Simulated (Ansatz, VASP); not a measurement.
# Cross-check of Al4Ni3 (Al4Ni3 (Ia-3d)) between VASP and Ansatz, part 2 of 2

Wanted: the spread between two codes on one cell, functional and k mesh. The structure shown is the start of the Ansatz relaxation below; VASP solves that cell, so the two are compared at the walk's first step.

VASP 6.6.1 and Ansatz 0.2.0.

So far: The starting structure; Ansatz: relaxation, PBEsol.

## Step 3: VASP: single point, PBEsol, start cell

Level of this step: PBEsol, no spin polarisation; plane waves and PAW (Al, Ni) (VASP).

The same cell, functional, mesh and smearing now go to VASP, with its own data sets.

Lines of VASP's logs that name or quote its potential files are left out, and so is its time.

File INCAR:

```
SYSTEM = Al4Ni3
PREC = Accurate
ENCUT = 520
EDIFF = 1E-06
NELM = 120
ISMEAR = -1
SIGMA = 0.05
LREAL = Auto
ALGO = Normal
GGA = PS
NBANDS = 208
LASPH = .TRUE.
LORBIT = 11
LWAVE = .FALSE.
LCHARG = .FALSE.
ISIF = 2
GGA_COMPAT = .FALSE.
KPAR = 8
```

File POSCAR:

```
Al4Ni3
1.0
   -5.6558220000      5.6558220000      5.6558220000
    5.6558220000     -5.6558220000      5.6558220000
    5.6558220000      5.6558220000     -5.6558220000
Al Ni
32 24
Direct
    0.0000000000      0.0000000000      0.0000000000
    0.5000000000      0.0000000000      0.0000000000
    0.0000000000      0.5000000000      0.0000000000
    0.0000000000      0.0000000000      0.5000000000
    0.5000000000      0.5000000000      0.0000000000
    0.0000000000      0.5000000000      0.5000000000
    0.5000000000      0.0000000000      0.5000000000
    0.5000000000      0.5000000000      0.5000000000
    0.2583220441      0.0083220441      0.2500000000
    0.7500000000      0.0083220441      0.2583220441
    0.2500000000      0.4916779559      0.2416779559
    0.2416779559      0.2500000000      0.4916779559
    0.2583220441      0.7500000000      0.0083220441
    0.0083220441      0.2583220441      0.7500000000
    0.4916779559      0.7500000000      0.2416779559
    0.7500000000      0.2416779559      0.4916779559
    0.0083220441      0.2500000000      0.2583220441
    0.2500000000      0.2583220441      0.0083220441
    0.2416779559      0.4916779559      0.7500000000
    0.4916779559      0.2416779559      0.2500000000
    0.7416779559      0.9916779559      0.7500000000
    0.2500000000      0.9916779559      0.7416779559
    0.7500000000      0.5083220441      0.7583220441
    0.7583220441      0.7500000000      0.5083220441
    0.7416779559      0.2500000000      0.9916779559
    0.9916779559      0.7416779559      0.2500000000
    0.5083220441      0.2500000000      0.7583220441
    0.2500000000      0.7583220441      0.5083220441
    0.9916779559      0.7500000000      0.7416779559
    0.7500000000      0.7416779559      0.9916779559
    0.7583220441      0.5083220441      0.2500000000
    0.5083220441      0.7583220441      0.7500000000
    0.7438830289      0.7561170596      0.2500000000
    0.4877659693      0.4938830289      0.7438830289
    0.2500000000      0.0061170596      0.4938830289
    0.4938830289      0.2500000000      0.0061170596
    0.0061170596      0.0122340307      0.7561170596
    0.7561170596      0.0061170596      0.0122340307
    0.4938829404      0.7438829404      0.4877659693
    0.7438830289      0.4877659693      0.4938830289
    0.0122340307      0.7561170596      0.0061170596
    0.2500000000      0.7438829404      0.7561169711
    0.7561169711      0.2500000000      0.7438829404
    0.0061169711      0.4938829404      0.2500000000
    0.2561170596      0.2438830289      0.7500000000
    0.5122340307      0.5061170596      0.2561170596
    0.7500000000      0.9938830289      0.5061170596
    0.5061170596      0.7500000000      0.9938830289
    0.9938829404      0.9877659693      0.2438829404
    0.2438829404      0.9938829404      0.9877659693
    0.5061170596      0.2561170596      0.5122340307
    0.2561170596      0.5122340307      0.5061170596
    0.9877659693      0.2438829404      0.9938829404
    0.7500000000      0.2561170596      0.2438830289
    0.2438830289      0.7500000000      0.2561170596
    0.9938830289      0.5061170596      0.7500000000
```

File KPOINTS:

```
Automatic mesh
0
Gamma
5 5 5
0 0 0
```

The projector-augmented-wave data sets are Al and Ni (PBE family, release 64).

The run is started by

```bash
$ mpirun -np 8 vasp_std
```

Numbers of over 12 decimals in the logs are rounded to 6 here.

Log:

```text
[banner, memory and clock lines left out]
running    8 mpi-ranks, on    1 nodes
[...]
|                                                                             |
|           W    W    AA    RRRRR   N    N  II  N    N   GGGG   !!!           |
|           W    W   A  A   R    R  NN   N  II  NN   N  G    G  !!!           |
|           W    W  A    A  R    R  N N  N  II  N N  N  G       !!!           |
|           W WW W  AAAAAA  RRRRR   N  N N  II  N  N N  G  GGG   !            |
|           WW  WW  A    A  R   R   N   NN  II  N   NN  G    G                |
|           W    W  A    A  R    R  N    N  II  N    N   GGGG   !!!           |
|                                                                             |
|     For optimal performance we recommend to set                             |
|       NCORE = 2 up to number-of-cores-per-socket                            |
|     NCORE specifies how many cores store one orbital (NPAR=cpu/NCORE).      |
|     This setting can greatly improve the performance of VASP for DFT.       |
[...]
|                                                                             |
|     You enforced a specific xc type in the INCAR file but a different       |
|     [... a line on the potential file left out ...]
|     I HOPE YOU KNOW WHAT YOU ARE DOING!                                     |
|                                                                             |

 LDA part: xc-table for (Slater+PW92), standard interpolation
 POSCAR, INCAR and KPOINTS ok, starting setup
[...]
entering main loop
       N       E                     dE             d eps       ncg     rms          rms(c)
DAV:   1     0.243644455994E+04    0.24364E+04   -0.13380E+05  4160   0.176E+03
DAV:   2    -0.438349216848E+02   -0.24803E+04   -0.23848E+04  4160   0.407E+02
DAV:   3    -0.337944454652E+03   -0.29411E+03   -0.26290E+03  4216   0.163E+02
DAV:   4    -0.356996006929E+03   -0.19052E+02   -0.18323E+02  4992   0.405E+01
[...]
DAV:  15    -0.314245198033E+03    0.42820E-05   -0.26497E-05  4600   0.173E-02    0.197E-02
DAV:  16    -0.314245195214E+03    0.28199E-05   -0.56278E-06  3984   0.114E-02    0.510E-03
DAV:  17    -0.314245194807E+03    0.40618E-06   -0.13851E-06  2784   0.381E-03
   1 F= -.31424519E+03 E0= -.31417402E+03  d E =-.142353E+00
```

OUTCAR, selected parts (step 3):

```text
  Total        0.0160619      0.0160619      0.0160619     -0.0000000     -0.0000000      0.0000000
  in kB        0.0355598      0.0355598      0.0355598     -0.0000000     -0.0000000      0.0000000
  external PRESSURE =       0.0355598 kB  Pullay stress =       0.0000000 kB

 POSITION                                       TOTAL-FORCE (eV/Angst)
 -----------------------------------------------------------------------------------
      0.00000      0.00000      0.00000         0.000000      0.000000      0.000000
     -2.82791      2.82791      2.82791         0.000000      0.000000      0.000000
      2.82791     -2.82791      2.82791         0.000000      0.000000      0.000000
      2.82791      2.82791     -2.82791         0.000000      0.000000      0.000000
      0.00000      0.00000      5.65582         0.000000      0.000000      0.000000
      5.65582      0.00000      0.00000         0.000000      0.000000      0.000000
      0.00000      5.65582      0.00000         0.000000      0.000000      0.000000
      2.82791      2.82791      2.82791         0.000000      0.000000      0.000000
      0.00000      2.82791      0.09414         0.000000      0.000000      0.021149
     -2.73377      5.65582      2.82791         0.021149      0.000000      0.000000
      2.73377      0.00000      2.82791        -0.021149      0.000000     -0.000000
      2.82791      2.73377      0.00000         0.000000     -0.021149      0.000000
      2.82791     -2.73377      5.65582         0.000000      0.021149     -0.000000
      5.65582      2.82791     -2.73377         0.000000      0.000000      0.021149
[...]
-----------------------------------------------------------------------------------
    total drift:                               -0.000069     -0.000213      0.000008

  FREE ENERGIE OF THE ION-ELECTRON SYSTEM (eV)
  ---------------------------------------------------
  free  energy   TOTEN  =      -314.2451948074 eV

  energy  without entropy=     -314.1028414553  energy(sigma->0) =     -314.17401813

[... 1 further part left out ...]
```

This run has no spin polarisation, so a moment on Ni, if there is one, isn't seen.

## Step 4: Side by side

Known differences besides the potentials themselves: the data sets hold 528 valence electrons in Ansatz (on its default PAW (the set named soft_2) files) and 336 in VASP; the cutoff is 420 eV in Ansatz and 520 eV in VASP (PREC = Accurate, projectors in real space); Ansatz makes its cores anew for this functional, VASP keeps those of its PBE data sets. Total energies have different zeros and are not compared.

Forces on 7 of the 56 atoms, those with the largest forces and the largest differences (eV/Å; atoms numbered as in POSCAR):

| atom | Ansatz x, y, z | VASP x, y, z |
| --- | --- | --- |
| Ni42 | 0.000, 0.044, -0.044 | 0.000, 0.037, -0.037 |
| Ni43 | -0.044, 0.000, 0.044 | -0.037, 0.000, 0.037 |
| Ni44 | -0.044, 0.044, 0.000 | -0.037, 0.037, 0.000 |
| Ni45 | -0.044, 0.044, 0.000 | -0.037, 0.037, 0.000 |
| Ni46 | 0.000, 0.044, 0.044 | 0.000, 0.037, 0.037 |
| Ni47 | 0.000, 0.044, -0.044 | 0.000, 0.037, -0.037 |
| Ni48 | -0.044, 0.000, 0.044 | -0.037, 0.000, 0.037 |

The forces differ by 4.0 meV/Å r.m.s., which is 18.8 % of the r.m.s. force of 0.021 eV/Å (both taken over all components).

## Step 5: Summary of results

```yaml
r_m_s_force_difference_single_point_pbesol_start_cell: 4.0 meV/Å
```

The r.m.s. force difference is 4.0 meV/Å (single point, PBEsol, start cell), within the 12 meV/Å picked in this series as the mark of a large difference. The data sets hold unlike numbers of valence electrons (528 in Ansatz and 336 in VASP), so part of the differences comes from the potentials. VASP runs on this material, other cells of it included, that failed, so that no pair exists: single point, PBEsol (timeout). Such differences can come from data sets, numerical settings and the points named under the comparisons, not from the functional's error against experiment.

[Lines on the potential files, build, host, timing and source positions are cut from VASP's logs without a mark.]

[Logs are printed without paths, hosts, clocks, repeated set-up lines and the standing remarks that a program may print on its own settings, such as how far it seeks lower states.]

[Hosts, paths, dates, database ids (printed as entryN), source tags and the programs' standing remarks are cut or masked in the printed files.]
